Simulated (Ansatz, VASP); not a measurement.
# WC (Qusongite): VASP beside Ansatz, part 2 of 2

One calculation is typed for both programs; each brings its own data sets. How far apart do they land? The cell is taken from a series of runs on this material, whose earlier steps may have relaxed, scaled, displaced or heated it; both programs get it as it stands.

VASP 6.6.1 and Ansatz 0.2.0.

So far: Starting point; Ansatz: zone-centre phonons, LDA; VASP: zone-centre phonons, LDA.

### 3. VASP: zone-centre phonons, LDA (continued)

Level of this step: LDA; plane waves and PAW (C, W) (VASP).

Numbers of over 12 decimals in the logs are rounded to 6 here.

OUTCAR, selected parts (step 3):

```text
ion  position               nearest neighbor table
   1  0.667  0.333  0.500-   2 2.19   2 2.19   2 2.19   2 2.19   2 2.19   2 2.19
   2  0.000  0.000  0.000-   1 2.19   1 2.19   1 2.19   1 2.19   1 2.19   1 2.19

  LATTYP: Found a hexagonal cell.
 ALAT       =     2.9127685752
 C/A-ratio  =     0.9619741662

 Subroutine GETGRP returns: Found 12 space group operations
 (whereof 12 operations were pure point group operations)

The static configuration has the point symmetry D_3h.

 Found    333 irreducible k-points:

   k-points           NKPTS =    333   k-points in BZ     NKDIM =    333   number of bands    NBANDS=     11

   dimension x,y,z NGX =    24 NGY =   24 NGZ =   24
   dimension x,y,z NGXF=    48 NGYF=   48 NGZF=   48

   ENCUT  =  600.0 eV  44.10 Ry    6.64 a.u.   5.82  5.82  5.60*2*pi/ulx,y,z

   NELECT =      10.0000    total number of electrons

 k-points in reciprocal lattice and weights: Automatic mesh
   0.00000000  0.00000000  0.00000000       0.000
   0.05555556  0.00000000  0.00000000       0.001
   0.11111111  0.00000000  0.00000000       0.001
   0.16666667  0.00000000  0.00000000       0.001
   0.22222222  0.00000000  0.00000000       0.001
   0.27777778  0.00000000  0.00000000       0.001
   0.33333333 -0.00000000  0.00000000       0.001
   0.38888889  0.00000000  0.00000000       0.001
   0.44444444  0.00000000  0.00000000       0.001
[...]
0.33333333  0.27777778  0.50000000       0.002
   0.33333333  0.33333333  0.50000000       0.000

 average (electrostatic) potential at core
       1 -50.1458       2 -37.4666

  Total       -1.1553262     -1.1553262     -0.0125234      0.0000000      0.0000000      0.0000000
  in kB      -89.9090077    -89.9090077     -0.9745889      0.0000000      0.0000000      0.0000000
  external PRESSURE =     -60.2642014 kB  Pullay stress =       0.0000000 kB

  energy-cutoff  :      600.00
  volume of cell :       20.59
      direct lattice vectors                 reciprocal lattice vectors
     2.912768575  0.000000000  0.000000000     0.343315981  0.198213574  0.000000000
    -1.456384288  2.522531582  0.000000000     0.000000000  0.396427148  0.000000000
     0.000000000  0.000000000  2.802008122     0.000000000  0.000000000  0.356886903

 POSITION                                       TOTAL-FORCE (eV/Angst)
 -----------------------------------------------------------------------------------
      1.45638      0.84084      1.40100         0.000000      0.000000      0.000000
      0.00000      0.00000      0.00000         0.000000      0.000000      0.000000
 -----------------------------------------------------------------------------------
    total drift:                               -0.000000      0.000000      0.000000

 Eigenvectors and eigenvalues of the dynamical matrix
 ----------------------------------------------------

   1 f  =   18.634547 THz   117.084312 2PiTHz  621.581581 cm-1    77.066259 meV
             X         Y         Z           dx          dy          dz
      1.456384  0.840844  1.401004     0.000000    0.968853    0.000000
      0.000000  0.000000  0.000000     0.000000   -0.247637    0.000000

   2 f  =   18.634547 THz   117.084312 2PiTHz  621.581581 cm-1    77.066259 meV
             X         Y         Z           dx          dy          dz
      1.456384  0.840844  1.401004     0.968853   -0.000000    0.000000
      0.000000  0.000000  0.000000    -0.247637    0.000000    0.000000

   3 f  =   17.783862 THz   111.739301 2PiTHz  593.205786 cm-1    73.548111 meV
             X         Y         Z           dx          dy          dz
      1.456384  0.840844  1.401004     0.000000    0.000000    0.968837
      0.000000  0.000000  0.000000     0.000000    0.000000   -0.247698

   4 f/i=    0.000009 THz     0.000057 2PiTHz    0.000305 cm-1     0.000038 meV
             X         Y         Z           dx          dy          dz
      1.456384  0.840844  1.401004    -0.000000   -0.247637    0.000000
      0.000000  0.000000  0.000000     0.000000   -0.968853    0.000000

   5 f/i=    0.000009 THz     0.000057 2PiTHz    0.000305 cm-1     0.000038 meV
             X         Y         Z           dx          dy          dz
      1.456384  0.840844  1.401004    -0.247637    0.000000    0.000000
      0.000000  0.000000  0.000000    -0.968853    0.000000    0.000000

   6 f/i=    0.001112 THz     0.006986 2PiTHz    0.037088 cm-1     0.004598 meV
             X         Y         Z           dx          dy          dz
      1.456384  0.840844  1.401004     0.000000    0.000000   -0.247698
      0.000000  0.000000  0.000000     0.000000    0.000000   -0.968837

 ELASTIC MODULI CONTR FROM IONIC RELAXATION (kBar)
 Direction    XX          YY          ZZ          XY          YZ          ZX
 --------------------------------------------------------------------------------
 XX        -143.2115    143.2115      0.0000     -0.0000      0.0000      0.0000
 YY         143.2115   -143.2115      0.0000      0.0000      0.0000      0.0000
 ZZ           0.0000      0.0000      0.0000      0.0000      0.0000      0.0000
 XY          -0.0000      0.0000      0.0000   -143.2115      0.0000      0.0000
 YZ           0.0000      0.0000      0.0000      0.0000      0.0000      0.0000
 ZX           0.0000      0.0000      0.0000      0.0000      0.0000      0.0000
 --------------------------------------------------------------------------------
```

Energies printed during the response cycles are not total energies of the cell. The data set W keeps the semicore shell frozen, which is cheaper and a little less accurate.

### 4. Differences

Known differences besides the potentials themselves: the data sets hold 18 valence electrons in Ansatz (on its PAW soft_1 files) and 10 in VASP; the cutoff is 420 eV in Ansatz and 600 eV in VASP; VASP's log shows a relativistic correction to its local exchange, Ansatz's none. Total energies have different zeros and are not compared.

The two programs side by side:

```tsv
quantity	Ansatz	VASP	difference
optical mode 1 (cm⁻¹)	589.0	593.2	-0.71 %
optical mode 2 to 3 (cm⁻¹)	614.5	621.6	-1.14 %
```

Modes are paired by rising frequency, not by their patterns, so a pair may set unlike modes beside each other; they are those without the splitting of longitudinal modes.

### 5. Summary of results

```
r.m.s. difference of the optical zone-centre modes, each program's sorted by frequency (zone-centre phonons, LDA) : 6.3 cm⁻¹
difference in optical mode 2 to 3 (zone-centre phonons, LDA)                                                      : -1.1 %
```

The r.m.s. difference of the optical zone-centre modes, each program's sorted by frequency is 6.3 cm⁻¹ (zone-centre phonons, LDA). The data sets hold unlike numbers of valence electrons (18 in Ansatz and 10 in VASP), so part of the differences comes from the potentials. Among the rows given in per cent, the largest difference of the zone-centre phonons, LDA pair is in optical mode 2 to 3, -1.1 %. Such differences can come from data sets, numerical settings and the points named under the comparisons, not from the functional's error against experiment.

[Lines on the potential files, build, host, timing and source positions are cut from VASP's logs without a mark.]

[Logs are printed without paths, hosts, clocks, repeated set-up lines and the standing remarks that a program may print on its own settings, such as how far it seeks lower states.]

[Hosts, paths, dates, database ids (printed as entryN), source tags and the programs' standing remarks are cut or masked in the printed files.]
